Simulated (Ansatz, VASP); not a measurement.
# Sn2Os: VASP beside Ansatz, part 2 of 2

Aim: how closely do two programs agree when they are given the same cell, functional and k mesh? The cell is generated by rule, not measured, and may not be a known phase. Of the first pair: The two relaxations start from unlike cells of this crystal (the structure described is Ansatz's start), so only their ends are compared.

VASP 6.6.1 and Ansatz 0.2.0.

So far: Starting point; VASP: relaxation of cell and atoms, PBEsol, pair 1; Ansatz: relaxation of cell and atoms, PBEsol, pair 1; Differences.

### Step 5. Ansatz: relaxation of cell and atoms, PBEsol, pair 2

Level of this step: Ansatz beside VASP: Kohn-Sham DFT, plane waves, PBEsol (Ansatz).

The relaxed volume is the usual yardstick between codes: in a stiff, nearly cubic crystal its relative difference is about their pressure difference at one cell divided by the bulk modulus. Its start cell is another than that of the pair before, and may be another structure of the material.

The cell is taken from a series of runs on this material, whose earlier steps may have relaxed, scaled, displaced or heated it; both programs get it as it stands.

input.yaml

```yaml
crystal:
  lattice:
    - [3.1707343353, 0.0, 0.0]
    - [0.0, 3.1707343353, 0.0]
    - [0.0, 0.0, 6.1274429657]
  atoms:
    - { symbol: Os, position: [0.0, 0.0, 0.0] }
    - { symbol: Sn, position: [0.5, 0.5, 0.267771578] }
    - { symbol: Sn, position: [0.5, 0.5, 0.732228422] }
kpoints:
  mp_grid: { grid: [12, 12, 6] }
hamiltonian:
  xc: pbesol
scf:
  occupations: { method: gaussian, width: 0.1 }
output:
  forces: true
  stress: true
  eigenvalues: true
  write_density: true
  write_potential: true
  elf: true
  volumetric_format: npy
relax:
  adjacent_minimum: "off"
  f_tol: 0.005
  max_steps: 80
  cell: { stress_tol: 0.05 }
```

Command:

```bash
$ ansatz run input.yaml --threads 8 --pin off --max-ram 14336MiB --backend cpu --events-out ev --progress --plain --runs-dir out
```

Numbers of over 12 decimals in the logs are rounded to 6 here.

Output:

```text
[...]
Crystal: 3 atoms, lattice volume = 61.603 Å³
Basis set: ecut = 420 eV, 1221 PW (Γ), exchange–correlation on 48×48×90 points (8 copies of the dense FFT grid, shifted against one another)
Bands: 27, of which v1, the nominal top of the filled ones, is band 22 counted from 1 (21 counted from 0)
Symmetry: 16 space group operations
[...]
k-points: 112 of 864
[...]
k-point 111: bands = [... 18 lower, 13.0341, 13.0341, 13.7906, 16.3102, 16.8928, 16.8928, 16.9092, 17.9096, ... 1 higher]
--- Relaxed structure (4 steps of the walk, 3 accepted, 1 SCFs on fresh bases) ---
[...]
cell:  # Å, volume = 61.8199 Å³
    - [3.172701, 0, 0]
    - [0, 3.172701, 0]
    - [0, 0, 6.141433]
  atoms:
    - { symbol: Os, position: [0, 0, 0] }
    - { symbol: Sn, position: [0.5, 0.5, 0.267478] }
    - { symbol: Sn, position: [0.5, 0.5, 0.732522] }
[key lines of the parts left out:]
SCF converged after 5 iterations
Free energy (F): -23149.985592 eV
Fermi energy:    15.770339 eV
P = ⅓ Tr σ = 0.0021 GPa (0.021 kbar)
```

### Step 6. VASP: relaxation of cell and atoms, PBEsol, pair 2

The same cell, functional, mesh and smearing now go to VASP, with its own data sets.

INCAR

```
SYSTEM = Sn2Os
PREC = Accurate
ENCUT = 600
EDIFF = 1E-07
NELM = 120
ISMEAR = 0
SIGMA = 0.1
LREAL = .FALSE.
ALGO = Normal
GGA = PS
NBANDS = 24
LASPH = .TRUE.
LORBIT = 11
LWAVE = .FALSE.
LCHARG = .FALSE.
ISIF = 3
IBRION = 2
NSW = 80
EDIFFG = -0.005
GGA_COMPAT = .FALSE.
NELMIN = 4
KPAR = 2
```

POSCAR

```
Sn2Os
1.0
    3.1707340000      0.0000000000      0.0000000000
    0.0000000000      3.1707340000      0.0000000000
    0.0000000000      0.0000000000      6.1274430000
Os Sn
1 2
Direct
    0.0000000000      0.0000000000      0.0000000000
    0.5000000000      0.5000000000      0.2677715647
    0.5000000000      0.5000000000      0.7322284353
```

KPOINTS

```
Automatic mesh
0
Gamma
12 12 6
0 0 0
```

PAW data sets: Os and Sn_d (PBE family, release 64).

Command:

```bash
$ mpirun -np 2 vasp_std
```

Output:

```text
[banner, memory and clock lines left out]
running    2 mpi-ranks, on    1 nodes
[...]
[... a notice as in an earlier step ...]

 LDA part: xc-table for (Slater+PW92), standard interpolation
 POSCAR, INCAR and KPOINTS ok, starting setup
[...]
entering main loop
       N       E                     dE             d eps       ncg     rms          rms(c)
DAV:   1     0.335525186515E+03    0.33553E+03   -0.19911E+04  5560   0.255E+03
DAV:   2     0.197410263163E+02   -0.31578E+03   -0.30703E+03  5408   0.582E+02
DAV:   3    -0.194252345842E+02   -0.39166E+02   -0.38558E+02  6592   0.176E+02
DAV:   4    -0.207254766763E+02   -0.13002E+01   -0.12973E+01  6264   0.358E+01
[...]
DAV:  13    -0.201680409702E+02    0.23863E-06   -0.11385E-06  5960   0.878E-03    0.354E-03
DAV:  14    -0.201680408323E+02    0.13789E-06   -0.15114E-07  4520   0.371E-03    0.934E-04
DAV:  15    -0.201680407901E+02    0.42148E-07   -0.42637E-08  3592   0.171E-03
   1 F= -.20168041E+02 E0= -.20166238E+02  d E =-.201680E+02
[... from here on, the cycles between the ionic steps are left out ...]
   2 F= -.20167416E+02 E0= -.20165720E+02  d E =0.624796E-03
   3 F= -.20168461E+02 E0= -.20166705E+02  d E =-.420390E-03
   4 F= -.20168535E+02 E0= -.20166797E+02  d E =-.739513E-04
   5 F= -.20168536E+02 E0= -.20166800E+02  d E =-.751516E-04
[...]
reached required accuracy - stopping structural energy minimisation
```

Parts of OUTCAR (step 6):

```text
  Total        0.0088180      0.0088180     -0.0072249      0.0000000      0.0000000      0.0000000
  in kB        0.2283571      0.2283571     -0.1871004      0.0000000      0.0000000      0.0000000
  external PRESSURE =       0.0898713 kB  Pullay stress =       0.0000000 kB

 POSITION                                       TOTAL-FORCE (eV/Angst)
 -----------------------------------------------------------------------------------
      0.00000      0.00000      0.00000        -0.000000      0.000000     -0.000000
      1.58676      1.58676      1.64341        -0.000000     -0.000000     -0.002993
      1.58676      1.58676      4.49967         0.000000      0.000000      0.002993
 -----------------------------------------------------------------------------------
    total drift:                                0.000000      0.000000      0.000000

  FREE ENERGIE OF THE ION-ELECTRON SYSTEM (eV)
  ---------------------------------------------------
  free  energy   TOTEN  =       -20.1685363318 eV

  energy  without entropy=      -20.1650644973  energy(sigma->0) =      -20.16680041

[... 1 part as in an earlier step ...]

[... 3 further parts left out ...]
[key lines of the parts left out:]
E-fermi :   9.5840
```

### Step 7. Side by side

What differs besides the data sets and the points named for the pairs above, as far as they apply: the data sets hold 44 valence electrons in Ansatz (on its default PAW (the set named soft_2) files) and 36 in VASP. Total energies have different zeros and are not compared.

Compared:

```
                                         quantity  Ansatz   VASP  difference
                                      volume (Å³)   61.82  61.87     -0.08 %
edge a after relaxation, in the typed setting (Å)   3.173  3.174     -0.03 %
edge c after relaxation, in the typed setting (Å)   6.141  6.143     -0.03 %
```

### Step 8. VASP: relaxation of cell and atoms, PBEsol, pair 3

The relaxed volume is the usual yardstick between codes: in a stiff, nearly cubic crystal its relative difference is about their pressure difference at one cell divided by the bulk modulus.

INCAR: that of step 6 with these lines changed.

```diff
@@ -5,4 +5,4 @@
 NELM = 120
-ISMEAR = 0
-SIGMA = 0.1
+ISMEAR = 1
+SIGMA = 0.15
 LREAL = .FALSE.
```

POSCAR

```
Sn2Os
1.0
    3.1727010000      0.0000000000      0.0000000000
    0.0000000000      3.1727010000      0.0000000000
    0.0000000000      0.0000000000      6.1414330000
Os Sn
1 2
Direct
    0.0000000000      0.0000000000      0.0000000000
    0.4999998424      0.4999998424      0.2674774763
    0.4999998424      0.4999998424      0.7325223608
```

KPOINTS is that of step 6.

Command:

```bash
$ mpirun -np 2 vasp_std
```

Output:

```text
[... set-up lines as in an earlier step ...]
 entering main loop
       N       E                     dE             d eps       ncg     rms          rms(c)
DAV:   1     0.335036375665E+03    0.33504E+03   -0.19811E+04  5528   0.255E+03
DAV:   2     0.197721397174E+02   -0.31526E+03   -0.30686E+03  5400   0.579E+02
DAV:   3    -0.194129819792E+02   -0.39185E+02   -0.38494E+02  6584   0.176E+02
DAV:   4    -0.207243565826E+02   -0.13114E+01   -0.13093E+01  6200   0.359E+01
[...]
DAV:  13    -0.201661735899E+02    0.23234E-06   -0.10975E-06  5880   0.867E-03    0.355E-03
DAV:  14    -0.201661734585E+02    0.13134E-06   -0.15938E-07  4664   0.370E-03    0.912E-04
DAV:  15    -0.201661734148E+02    0.43691E-07   -0.38102E-08  3560   0.167E-03
   1 F= -.20166173E+02 E0= -.20166854E+02  d E =-.201662E+02
[...]
N       E                     dE             d eps       ncg     rms          rms(c)
DAV:   1    -0.201683358577E+02   -0.21624E-02   -0.52837E-02  6488   0.334E+00    0.304E-01
[...]
DAV:   8    -0.201661028653E+02    0.77629E-07   -0.50106E-08  3136   0.291E-03
   2 F= -.20166103E+02 E0= -.20166804E+02  d E =0.705495E-04
 trial-energy change:    0.000071  1 .order    0.000068   -0.000160    0.000296
 step:   0.3430(harm=  0.3507)  dis= 0.00023  next Energy=   -20.166201 (dE=-0.273E-04)
[...]
N       E                     dE             d eps       ncg     rms          rms(c)
DAV:   1    -0.201671583462E+02   -0.10554E-02   -0.22690E-02  6488   0.218E+00    0.201E-01
DAV:   2    -0.201663835474E+02    0.77480E-03   -0.22860E-03  7016   0.598E-01    0.736E-02
DAV:   3    -0.201662330988E+02    0.15045E-03   -0.42787E-04  7160   0.286E-01    0.448E-02
DAV:   4    -0.201662003604E+02    0.32738E-04   -0.11364E-04  7224   0.124E-01    0.102E-02
DAV:   5    -0.201661992683E+02    0.10920E-05   -0.77999E-06  6080   0.293E-02    0.493E-03
DAV:   6    -0.201661994784E+02   -0.21006E-06   -0.10803E-06  6384   0.806E-03    0.133E-03
DAV:   7    -0.201661996078E+02   -0.12937E-06   -0.84973E-08  3304   0.276E-03    0.717E-04
DAV:   8    -0.201661996625E+02   -0.54729E-07   -0.26441E-08  2992   0.202E-03
   3 F= -.20166200E+02 E0= -.20166887E+02  d E =-.262477E-04
[...]
reached required accuracy - stopping structural energy minimisation
```

From OUTCAR (step 8):

```text
  Total       -0.0041206     -0.0041206      0.0046894      0.0000000      0.0000000     -0.0000000
  in kB       -0.1066977     -0.1066977      0.1214270      0.0000000      0.0000000     -0.0000000
  external PRESSURE =      -0.0306562 kB  Pullay stress =       0.0000000 kB

 POSITION                                       TOTAL-FORCE (eV/Angst)
 -----------------------------------------------------------------------------------
      3.17354      0.00000     -0.00000         0.000000      0.000000      0.000000
      1.58677      1.58677      1.64351        -0.000000      0.000000      0.000595
      1.58677      1.58677      4.50009         0.000000      0.000000     -0.000595
 -----------------------------------------------------------------------------------
    total drift:                                0.000461      0.000461      0.000401

  FREE ENERGIE OF THE ION-ELECTRON SYSTEM (eV)
  ---------------------------------------------------
  free  energy   TOTEN  =       -20.1661996625 eV

  energy  without entropy=      -20.1682627585  energy(sigma->0) =      -20.16688736

[... 2 parts as in an earlier step ...]

[... 2 further parts left out ...]
[key lines of the parts left out:]
E-fermi :   9.5883
```

### Step 9. Ansatz: relaxation of cell and atoms, PBEsol, pair 3

The same cell, functional, mesh and smearing now go to Ansatz, which takes its cutoff from its data sets.

The cell is taken from a series of runs on this material, whose earlier steps may have relaxed, scaled, displaced or heated it; both programs get it as it stands.

input.yaml

```yaml
crystal:
  lattice:
    - [3.1727009085, 0.0, 0.0]
    - [0.0, 3.1727009085, 0.0]
    - [0.0, 0.0, 6.1414326456]
  atoms:
    - { symbol: Os, position: [0.0, 0.0, 0.0] }
    - { symbol: Sn, position: [0.5, 0.5, 0.2674775166] }
    - { symbol: Sn, position: [0.5, 0.5, 0.7325224834] }
kpoints:
  mp_grid: { grid: [12, 12, 6] }
hamiltonian:
  xc: pbesol
scf:
  occupations: { method: methfessel_paxton, width: 0.15 }
output:
  forces: true
  stress: true
  eigenvalues: true
relax:
  adjacent_minimum: "off"
  f_tol: 0.001
  max_steps: 60
  cell: { stress_tol: 0.01 }
```

Command:

```bash
$ ansatz run input.yaml --threads 8 --pin off --max-ram 14336MiB --backend cpu --events-out ev --progress --plain --runs-dir out
```

Output:

```text
[...]
Crystal: 3 atoms, lattice volume = 61.820 Å³
Basis set: ecut = 420 eV, 1221 PW (Γ), exchange–correlation on 48×48×90 points (8 copies of the dense FFT grid, shifted against one another)
Bands: 27, of which v1, the nominal top of the filled ones, is band 22 counted from 1 (21 counted from 0)
Symmetry: 16 space group operations
[...]
k-points: 112 of 864
[...]
k-point 111: bands = [... 18 lower, 13.0361, 13.0361, 13.7910, 16.3113, 16.8925, 16.8925, 16.9091, 17.9112, ... 1 higher]
--- Relaxed structure (4 steps of the walk, 3 accepted, 1 SCFs on fresh bases) ---
[...]
cell:  # Å, volume = 61.8162 Å³
    - [3.172250, 0.0, 0.0]
    - [0, 3.172250, 0.0]
    - [0.0, 0.0, 6.142815]
  atoms:
    - { symbol: Os, position: [0, 0, 0.0] }
    - { symbol: Sn, position: [0.5, 0.5, 0.267512] }
    - { symbol: Sn, position: [0.5, 0.5, 0.732488] }
[key lines of the parts left out:]
SCF converged after 4 iterations
Free energy (F): -23149.983237 eV
Fermi energy:    15.777669 eV
P = ⅓ Tr σ = 0.0007 GPa (0.007 kbar)
```

### Step 10. Side by side

What differs besides the data sets and the points named for the pairs above, as far as they apply: the data sets hold 44 valence electrons in Ansatz (on its default PAW (the set named soft_2) files) and 36 in VASP. Total energies have different zeros and are not compared.

The two programs side by side:

```
                                         quantity  Ansatz   VASP  difference
                                      volume (Å³)   61.82  61.87     -0.09 %
edge a after relaxation, in the typed setting (Å)   3.172  3.174     -0.04 %
edge c after relaxation, in the typed setting (Å)   6.143  6.144     -0.01 %
```

### Step 11. What came out

| Property | Result |
| --- | --- |
| difference in edge a after relaxation, in the typed setting (relaxation of cell and atoms, PBEsol, pair 1) | -0.016 % |
| difference in volume (relaxation of cell and atoms, PBEsol, pair 2) | -0.078 % |
| difference in volume (relaxation of cell and atoms, PBEsol, pair 3) | -0.094 % |

The difference in volume is -0.094 % (relaxation of cell and atoms, PBEsol, pair 3), within the 1.2 % picked in this series as the mark of a large difference, as far as the stopping tolerances let one tell. The data sets hold unlike numbers of valence electrons (44 in Ansatz and 36 in VASP), so part of the differences comes from the potentials. How closely two codes agree says nothing of how well the functional describes the real material.

[Lines on the potential files, build, host, timing and source positions are cut from VASP's logs without a mark.]

[Logs are printed without paths, hosts, clocks, repeated set-up lines and the standing remarks that a program may print on its own settings, such as how far it seeks lower states.]

[Hosts, paths, dates, database ids (printed as entryN), source tags and the programs' standing remarks are cut or masked in the printed files.]
